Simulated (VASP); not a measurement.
Given:

```
CELL_PARAMETERS angstrom
      0.00000     3.06000     3.06000
      3.06000     0.00000     3.06000
      3.06000     3.06000     0.00000
ATOMIC_POSITIONS crystal
  Pb 0.00000 0.00000 0.00000
  Se 0.50000 0.50000 0.50000
```

All values below come from AM05 GGA, VASP's PBE PAW potentials (set 64) (plane waves; VASP). Settings: 520 eV cut-off, Gaussian smearing of 0.050 eV, potentials Pb_d Se.

Unless said otherwise, spin-orbit coupling is left out, though it shifts the bands of the heavy elements here.

**Question.** Give the energies of bands 7 to 13 at the high-symmetry points, in eV from the valence-band maximum.

**Answer.** 
```csv
band,Γ,X,U,L,W
7,-6.33,-7.42,-8.08,-8.84,-8.06
8,-1.87,-4.99,-4.58,-1.46,-4.24
9,-1.87,-3.23,-2.73,-1.46,-4.24
10,-1.87,-3.23,-2.40,0.00,-0.78
11,4.70,3.67,3.38,0.27,1.87
12,4.70,5.60,4.00,1.68,4.94
13,4.70,5.60,5.44,1.68,4.94
```

The gap is direct, 0.27 eV, from the valence maximum at L to the conduction minimum at L.

The compound is PbSe in the rock salt structure. The cell was not relaxed at this level.
